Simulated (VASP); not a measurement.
# KCa2Br (P4/mmm) in VASP: a series of runs

The runs below take KCa2Br through relaxation of cell and atoms, single point, with PBE, PBEsol.

Everything below comes from runs of VASP 6.6.1. Logs are shortened: lines on timing, memory, paths and dates and some standing lists are left out, and cuts for length are marked.

## Step 1: The structure

The structure is tetragonal, space group P4/mmm (No. 123). The conventional cell has a = 5.889 Å, b = 5.889 Å, c = 3.492 Å, α = 90.00°, β = 90.00°, γ = 90.00°. Around K (site symmetry 4/mmm) lie 4 Ca at 2.94 Å. Ca (site symmetry mmm) has 2 K at 2.94 Å as nearest neighbours. Br (site symmetry 4/mmm) has 8 Ca at 3.42 Å and 2 Br at 3.49 Å as nearest neighbours.

The cell was built by a generator and needn't be a form met in nature.

## Step 2: Relaxation of cell and atoms, PBE

INCAR reads:

```
SYSTEM = KCa2Br
ALGO = Normal
EDIFF = 1E-6
EDIFFG = -0.02
ENCUT = 600
GGA = PE
IBRION = 2
ISIF = 3
ISMEAR = 0
LASPH = .TRUE.
LCHARG = .FALSE.
LREAL = .FALSE.
LWAVE = .FALSE.
NELM = 80
NSW = 40
PREC = Accurate
SIGMA = 0.05
```

KPOINTS reads:

```
k-points
0
G
  5 5 8
  0 0 0
```

POSCAR reads:

```
KCa2Br
1.0
    5.8894481600      0.0000000000      0.0000000000
    0.0000000000      5.8894481600      0.0000000000
    0.0000000000      0.0000000000      3.4916730900
K Ca Br
1 2 1
Direct
    0.5000000000      0.5000000000      0.5000000000
    0.5000000000      0.0000000000      0.5000000000
    0.0000000000      0.5000000000      0.5000000000
    0.0000000000      0.0000000000      0.0000000000
```

Potentials or basis: VASP PAW PBE potentials, release 64 (K_sv, Ca_sv, Br).

Launch:

```console
> cat potpaw_PBE.64/K_sv/POTCAR potpaw_PBE.64/Ca_sv/POTCAR potpaw_PBE.64/Br/POTCAR > POTCAR
> mpirun -np 1 vasp_std > vasp.out
```

OUTCAR:

```text
SYSTEM = KCa2Br
   EDIFF = 1E-6
   EDIFFG = -0.02
   ENCUT = 600
   GGA = PE
   IBRION = 2
   ISIF = 3
   ISMEAR = 0
   LASPH = .TRUE.
   LREAL = .FALSE.
   NELM = 80
   NSW = 40
   PREC = Accurate

 ion  position               nearest neighbor table
   1  0.500  0.500  0.500-   2 2.94   3 2.94   2 2.94   3 2.94
   2  0.500  0.000  0.500-   1 2.94   1 2.94
   3  0.000  0.500  0.500-   1 2.94   1 2.94
   4  0.000  0.000  0.000-

  LATTYP: Found a simple tetragonal cell.
 ALAT       =     5.8894481600
 C/A-ratio  =     0.5928693139

  Lattice vectors:

 A1 = (   5.8894481600,   0.0000000000,   0.0000000000)
 A2 = (   0.0000000000,   5.8894481600,   0.0000000000)
 A3 = (   0.0000000000,   0.0000000000,   3.4916730900)

Analysis of symmetry for initial positions (statically):
=====================================================================
 Subroutine PRICEL returns:
 Original cell was already a primitive cell.

 Routine SETGRP: Setting up the symmetry group for a
 simple tetragonal supercell.

 Subroutine GETGRP returns: Found 16 space group operations
 (whereof 16 operations were pure point group operations)
 out of a pool of 16 trial point group operations.

The static configuration has the point symmetry D_4h.

Analysis of symmetry for dynamics (positions and initial velocities):
=====================================================================
 Subroutine PRICEL returns:
 Original cell was already a primitive cell.

 Routine SETGRP: Setting up the symmetry group for a
 simple tetragonal supercell.

 Subroutine GETGRP returns: Found 16 space group operations
 (whereof 16 operations were pure point group operations)
 out of a pool of 16 trial point group operations.

The dynamic configuration has the point symmetry D_4h.

 Subroutine INISYM returns: Found 16 space group operations
 (whereof 16 operations are pure point group operations),
 and found     1 'primitive' translations

----------------------------------------------------------------------------------------

                                     Primitive cell

  volume of cell :     121.1108

  direct lattice vectors                    reciprocal lattice vectors
     5.889448160  0.000000000  0.000000000     0.169795195  0.000000000  0.000000000
     0.000000000  5.889448160  0.000000000     0.000000000  0.169795195  0.000000000
     0.000000000  0.000000000  3.491673090     0.000000000  0.000000000  0.286395655

  length of vectors
     5.889448160  5.889448160  3.491673090     0.169795195  0.169795195  0.286395655

  position of ions in fractional coordinates (direct lattice)
     0.500000000  0.500000000  0.500000000
     0.500000000  0.000000000  0.500000000
     0.000000000  0.500000000  0.500000000
     0.000000000  0.000000000  0.000000000

  ion indices of the primitive-cell ions
   primitive index   ion index
                 1           1
                 2           2
                 3           3
                 4           4

----------------------------------------------------------------------------------------

 KPOINTS: k-points

Automatic generation of k-mesh.
 Grid dimensions read from file:
 generate k-points for:    5    5    8

 Generating k-lattice:

  Cartesian coordinates                     Fractional coordinates (reciprocal lattice)
     0.033959039  0.000000000  0.000000000     0.200000000  0.000000000  0.000000000
     0.000000000  0.033959039  0.000000000     0.000000000  0.200000000  0.000000000
     0.000000000  0.000000000  0.035799457     0.000000000  0.000000000  0.125000000

  Length of vectors
     0.033959039  0.033959039  0.035799457

  Shift w.r.t. Gamma in fractional coordinates (k-lattice)
     0.000000000  0.000000000  0.000000000

 Subroutine IBZKPT returns following result:
 ===========================================

 Found     30 irreducible k-points:

 Following reciprocal coordinates:
            Coordinates               Weight
  0.000000  0.000000  0.000000      1.000000
  0.200000  0.000000  0.000000      4.000000
  0.400000  0.000000  0.000000      4.000000
  0.200000  0.200000  0.000000      4.000000
  0.400000  0.200000  0.000000      8.000000
  0.400000  0.400000  0.000000      4.000000
[... 16 lines left out ...]
  0.400000  0.200000  0.375000     16.000000
  0.400000  0.400000  0.375000      8.000000
 [... further k-points ...]
   k-points           NKPTS =     30   k-points in BZ     NKDIM =     30   number of bands    NBANDS=     22
   number of dos      NEDOS =    301   number of ions     NIONS =      4
   total plane-waves  NPLWV =  64512
   dimension x,y,z NGX =    48 NGY =   48 NGZ =   28
   dimension x,y,z NGXF=    96 NGYF=   96 NGZF=   56
   ions per type =               1   2   1
   NGX,Y,Z   is equivalent  to a cutoff of  13.55, 13.55, 13.33 a.u.
   NGXF,Y,Z  is equivalent  to a cutoff of  27.10, 27.10, 26.66 a.u.
 SYSTEM =  KCa2Br
   PREC   = accura    normal or accurate (medium, high low for compatibility)
   ISTART =      0    job   : 0-new  1-cont  2-samecut
   ICHARG =      2    charge: 1-file 2-atom 10-const
   ISPIN  =      1    spin polarized calculation?
   LNONCOLLINEAR =      F non collinear calculations
   LSORBIT =      F    spin-orbit coupling
   LASPH  =      T    aspherical Exc in radial PAW
   ENCUT  =  600.0 eV  44.10 Ry    6.64 a.u.  11.76 11.76  6.97*2*pi/ulx,y,z
   NELM   =     80;   NELMIN=  2; NELMDL= -5     # of ELM steps
   EDIFF  = 0.1E-05   stopping-criterion for ELM
   LREAL  =      F    real-space projection
   EDIFFG = -.2E-01   stopping-criterion for IOM
   NSW    =     40    number of steps for IOM
   IBRION =      2    ionic relax: 0-MD 1-quasi-New 2-CG
   NFREE  =      1    steps in history (QN), initial steepest desc. (CG)
   ISIF   =      3    stress and relaxation
   ISYM   =      2    0-nonsym 1-usesym 2-fastsym
   POTIM  = 0.5000    time-step for ionic-motion
   TEBEG  =    0.0;   TEEND  =   0.0 temperature during run
   PSTRESS=    0.0 pullay stress
   NELECT =      36.0000    total number of electrons
   NUPDOWN=      -1.0000    fix difference up-down
   EMIN   =  10.00;   EMAX   =-10.00  energy-range for DOS
   EFERMI =   0.00;   METHOD = LEGACY
   ISMEAR =     0;   SIGMA  =   0.05  broadening in eV -4-tet -1-fermi 0-gaus
   EFERMI_NEDOS =   21; number of points for ismear=-14 and -15
   IALGO  =     38    algorithm
   IMIX   =      4    mixing-type and parameters
     AMIX     =   0.40;   BMIX     =  1.00
     AMIX_MAG =   1.60;   BMIX_MAG =  1.00
  volume/ion in A,a.u.               =      30.28       204.32
  Fermi-wavevector in a.u.,A,eV,Ry     =   1.092567  2.064652 16.241310  1.193703
  Thomas-Fermi vector in A             =   2.228835
   LORBIT       =      0    0 simple, 1 ext, 2 COOP (PROOUT), +10 PAW based schemes
   GGA     = PE    functional components
   LHFCALC =     F    Hartree Fock is set to
   AEXX    =    0.0000 exact exchange contribution
   IVDW    =     0    specifies the selected vdW correction
   LEPSILON=     F    determine dielectric tensor
   LRPA    =     F    only Hartree local field effects (RPA)
 conjugate gradient relaxation of ions
 non-spin polarized calculation
 Gauss-broadening in eV      SIGMA  =   0.05
  energy-cutoff  :      600.00
  volume of cell :      121.11
 maximum number of plane-waves:      4070
 NGX is ok and might be reduce to    48
   NGX = 23   NGY = 23   NGZ = 13

--------------------------------------- Ionic step        1  -------------------------------------------

 number of electron      36.0000002 magnetization

 Free energy of the ion-electron system (eV)
  ---------------------------------------------------
  ext. energy  EPLUGINS =         0.00000000
  ---------------------------------------------------
  free energy    TOTEN  =        -5.42356743 eV

  energy without entropy =       -5.41842131  energy(sigma->0) =       -5.42099437

------------------------ aborting loop because EDIFF is reached ----------------------------------------

  FORCE on cell =-STRESS in cart. coord.  units (eV):
  Direction    XX          YY          ZZ          XY          YZ          ZX
  --------------------------------------------------------------------------------------
  -------------------------------------------------------------------------------------
  Total        6.1772276      6.1772276      0.8894468      0.0000000     -0.0000000      0.0000000
  in kB       81.7186913     81.7186913     11.7665125      0.0000000     -0.0000000      0.0000000
  external PRESSURE =      58.4012984 kB  Pullay stress =       0.0000000 kB

 VOLUME and BASIS-vectors are now :
 -----------------------------------------------------------------------------
  energy-cutoff  :      600.00
  volume of cell :      121.11
      direct lattice vectors                 reciprocal lattice vectors
     5.889448160  0.000000000  0.000000000     0.169795195  0.000000000  0.000000000
     0.000000000  5.889448160  0.000000000     0.000000000  0.169795195  0.000000000
     0.000000000  0.000000000  3.491673090     0.000000000  0.000000000  0.286395655
[... 191 lines left out ...]
 POSITION                                       TOTAL-FORCE (eV/Angst)
 -----------------------------------------------------------------------------------
      3.54929      3.54929      1.88831         0.000000      0.000000      0.000000
      3.54929     -0.00000      1.88831         0.000000     -0.000000      0.000000
      0.00000      3.54929      1.88831         0.000000      0.000000      0.000000
      0.00000      0.00000      0.00000         0.000000     -0.000000      0.000000
 -----------------------------------------------------------------------------------
    total drift:                                0.000000      0.000000     -0.000000

  FREE ENERGIE OF THE ION-ELECTRON SYSTEM (eV)
  ---------------------------------------------------
  free  energy   TOTEN  =        -6.6194945229 eV

  energy  without entropy=       -6.6149962911  energy(sigma->0) =       -6.61724541

--------------------------------------- Ionic step        7  -------------------------------------------

 number of electron      36.0000008 magnetization

 Free energy of the ion-electron system (eV)
  ---------------------------------------------------
  ext. energy  EPLUGINS =         0.00000000
  ---------------------------------------------------
  free energy    TOTEN  =        -6.62081410 eV

  energy without entropy =       -6.61614861  energy(sigma->0) =       -6.61848136

 E-fermi :   1.2987     XC(G=0):  -7.0584

 val. band max:        1.2661635372   @ k =   0.4000   0.2000   0.3750
 cond. band min:       1.3161216515   @ k =   0.4000   0.2000   0.2500
 fundamental gap:      0.0499581143
 Fermi energy:         1.2986741664

 k-point     1 :       0.0000    0.0000    0.0000
  band No.  band energies     occupation
      1     -41.8850      2.00000
      2     -41.8848      2.00000
      3     -30.6241      2.00000
      4     -22.8963      2.00000
      5     -22.8963      2.00000
      6     -22.8464      2.00000
[... 14 lines left out ...]
     21       2.4056      0.00000
     22       2.4530      0.00000
[... 552 lines left out ...]
  band No.  band energies     occupation
      1     -41.8786      2.00000
      2     -41.8786      2.00000
      3     -30.6045      2.00000
      4     -22.8874      2.00000
      5     -22.8850      2.00000
      6     -22.8396      2.00000
[... 14 lines left out ...]
     21       2.3776      0.00000
     22       2.5461      0.00000

 [... further k-points ...]

------------------------ aborting loop because EDIFF is reached ----------------------------------------

  FORCE on cell =-STRESS in cart. coord.  units (eV):
  Direction    XX          YY          ZZ          XY          YZ          ZX
  --------------------------------------------------------------------------------------
  -------------------------------------------------------------------------------------
  Total       -0.0494417     -0.0494417      0.0099783      0.0000000     -0.0000000      0.0000000
  in kB       -0.4200778     -0.4200778      0.0847796      0.0000000     -0.0000000      0.0000000
  external PRESSURE =      -0.2517920 kB  Pullay stress =       0.0000000 kB

 VOLUME and BASIS-vectors are now :
 -----------------------------------------------------------------------------
  energy-cutoff  :      600.00
  volume of cell :      188.57
      direct lattice vectors                 reciprocal lattice vectors
     7.094442934  0.000000000  0.000000000     0.140955394  0.000000000  0.000000000
     0.000000000  7.094442934 -0.000000000     0.000000000  0.140955394  0.000000000
     0.000000000 -0.000000000  3.746604509     0.000000000  0.000000000  0.266908343

 POSITION                                       TOTAL-FORCE (eV/Angst)
 -----------------------------------------------------------------------------------
      3.54722      3.54722      1.87330         0.000000      0.000000      0.000000
      3.54722     -0.00000      1.87330         0.000000     -0.000000      0.000000
      0.00000      3.54722      1.87330         0.000000      0.000000      0.000000
      0.00000      0.00000      0.00000         0.000000     -0.000000      0.000000
 -----------------------------------------------------------------------------------
    total drift:                                0.000000      0.000000     -0.000000

  FREE ENERGIE OF THE ION-ELECTRON SYSTEM (eV)
  ---------------------------------------------------
  free  energy   TOTEN  =        -6.6208141036 eV

  energy  without entropy=       -6.6161486092  energy(sigma->0) =       -6.61848136

 reached required accuracy - stopping structural energy minimisation
```

Run time: 9.2 min. Hardware: 1 thread of AMD EPYC 7R43 (Zen 3), shared host; peak memory 0.28 GiB.

What came out:

```
Free energy                            : -6.6208 eV
Relaxed volume                         : 47.14 Å³/atom
Relaxed cell                           : a = 7.094 Å, b = 7.094 Å, c = 3.747 Å, α = 90.00°, β = 90.00°, γ = 90.00°
Space group after relaxing (to 0.05 Å) : P4/mmm (No. 123)
Energy gained by relaxing              : 299.3 meV/atom
Ionic steps                            : 7
Pressure after relaxing                : 0.0 GPa
Band gap on the k mesh                 : none (metal or under the smearing width)
```

Step by step:
| step | energy change (eV) | largest force (eV/Å) | pressure (GPa) | volume (Å³) |
| --- | --- | --- | --- | --- |
| 1 | 0.0000 | 0.0000 | 5.84 | 121.11 |
| 2 | -0.7161 | 0.0000 | 3.19 | 141.33 |
| 3 | -1.1538 | 0.0000 | 0.77 | 174.32 |
| 4 | -1.1616 | 0.0000 | 0.46 | 179.75 |
| 5 | -1.1936 | 0.0000 | 0.12 | 185.75 |
| 6 | -1.1959 | 0.0000 | -0.11 | 190.30 |
| 7 | -1.1972 | 0.0000 | -0.03 | 188.57 |

Final structure:
```xyz
4
Lattice="7.0944 0.0000 0.0000 0.0000 7.0944 0.0000 0.0000 0.0000 3.7466" Properties=species:S:1:pos:R:3 pbc="T T T"
K     3.5472    3.5472    1.8733
Ca    3.5472    0.0000    1.8733
Ca    0.0000    3.5472    1.8733
Br    0.0000    0.0000    0.0000
```

Caveat: the volume moved by over 15 % at a fixed basis, so the end points are rough.

## Step 3: Single point, PBEsol, spin-orbit coupling, no magnetisation

run.py reads:

```python
from ase.calculators.vasp import Vasp
from ase.dft.bandgap import bandgap
from ase.spacegroup import crystal

atoms = crystal(
    ['K', 'Ca', 'Br'],
    basis=[[0.5, 0.5, 0.5], [0.5, 0.0, 0.5], [0.0, 0.0, 0.0]],
    spacegroup=123,
    setting=1,
    cellpar=[5.88944816, 5.88944816, 3.49167309, 90.0, 90.0, 90.0],
    primitive_cell=True,
)
calc = Vasp(
    directory='calc',
    xc='pbesol',
    pp='PBE',
    setups='recommended',
    prec='Accurate',
    encut=520,
    ediff=1e-06,
    ismear=-1,
    sigma=0.1,
    lreal=False,
    lasph=True,
    nelm=100,
    algo='Normal',
    isif=2,
    lwave=False,
    lcharg=False,
    lnoncollinear=True,
    lorbit=11,
    lsorbit=True,
    gga_compat=False,
    kpts=[4, 4, 6],
    gamma=True,
    nbands=50,
)
atoms.calc = calc

print('energy (eV):', atoms.get_potential_energy())
print('free energy (eV):', atoms.get_potential_energy(force_consistent=True))
print('forces (eV/A):')
print(atoms.get_forces())
print('stress (eV/A^3, Voigt):', atoms.get_stress())
print('Fermi level (eV):', calc.get_fermi_level())
gap, top, bottom = bandgap(calc)
print('band gap (eV):', gap, 'from (spin, k, band)', top, 'to', bottom)
```

Potentials or basis: VASP PAW PBE potentials, release 64 (K_sv, Ca_sv, Br).

Launch:

```console
> python run.py
```

Run time: 21 min. Hardware: 1 thread of AMD EPYC 7R43 (Zen 3), shared host; peak memory 0.76 GiB.

Results (log left out):

```yaml
Free_energy: -6.5189 eV
Pressure: 4.5 GPa
Valence_electrons_inside_the_program's_atomic_spheres: K 7.65; Ca 8.18; Br 4.80
```

Stress tensor (GPa, compression positive):
```
6.64 0.00 0.00
0.00 6.64 0.00
0.00 0.00 0.20
```

Caveat: the PAW data sets were made with another functional, which shifts forces and pressure a little.

## Step 4: The reference run

An earlier run on the cell as given: functional PBE; potentials or basis VASP PAW PBE potentials, release 64 (K_sv, Ca_sv, Br); cutoff 520 eV; k mesh 5 × 5 × 8; occupations fermi-dirac, width 0.05 eV; no spin polarisation.

- Pressure: 5.9 GPa
- Band gap on the k mesh: none (metal or under the smearing width)

## Step 5: The runs side by side

| task | level | spin | cell | k mesh | cutoff (eV) | smearing | gap on the mesh (eV) | pressure (GPa) |
| --- | --- | --- | --- | --- | --- | --- | --- | --- |
| relaxation of cell and atoms | PBE | off | relaxed | 5 × 5 × 8 | 600 | gaussian 0.05 eV | none | 0.0 |
| single point | PBEsol | SOC, no magnetisation | as given | 4 × 4 × 6 | 520 | fermi-dirac 0.1 eV | - | 4.5 |
| single point | PBE | off | as given | 5 × 5 × 8 | 520 | fermi-dirac 0.05 eV | none | 5.9 |

Alike in all rows: potentials or basis VASP PAW PBE potentials, release 64 (K_sv, Ca_sv, Br).

Caveats: the volume moved by over 15 % at a fixed basis, so the end points are rough (some runs); the PAW data sets were made with another functional, which shifts forces and pressure a little (some runs).

Total energies depend on the potentials used, so only differences within one code and one set of settings carry meaning.
